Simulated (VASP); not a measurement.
# Sn2Si6 (ordered alloy cell): computed properties

The numbers are results of PBEsol GGA, VASP's PBE PAW potentials (set 64) (plane waves; VASP), not measurements.

* **space group**: Cmcm (63)
* **cell**: a = 8.184 Å, b = 11.517 Å, c = 3.913 Å, α = β = γ = 90.00°
* **volume per atom**: 23.05 Å³/atom
* **band gap (over mesh and band path)**: none (metal, semimetal or under 0.01 eV)
* **density**: 3.65 g/cm³

```yaml
crystal:
  lattice:
    - [-0.12651, 5.66069, 5.75852]
    - [5.66069, -0.12651, 5.75852]
    - [2.76709, 2.76709, 0.00000]
  atoms:
    - { symbol: Sn, position: [0.98133, 0.98133, 0.03734] }
    - { symbol: Sn, position: [0.14367, 0.14367, 0.21266] }
    - { symbol: Si, position: [0.99006, 0.52009, 0.98985] }
    - { symbol: Si, position: [0.13494, 0.60491, 0.26015] }
    - { symbol: Si, position: [0.52009, 0.99006, 0.98985] }
    - { symbol: Si, position: [0.60491, 0.13494, 0.26015] }
    - { symbol: Si, position: [0.49916, 0.49916, 0.00167] }
    - { symbol: Si, position: [0.62584, 0.62584, 0.24833] }
```

Unless said otherwise, spin-orbit coupling is left out, though it shifts the bands of the heavy elements here.

The structure was generated: Sn2Si6 was put into an ordered model structure (Cmcm), which need not be its known phase. It was relaxed first. Symmetry was kept, so distortions that lower it aren't found.
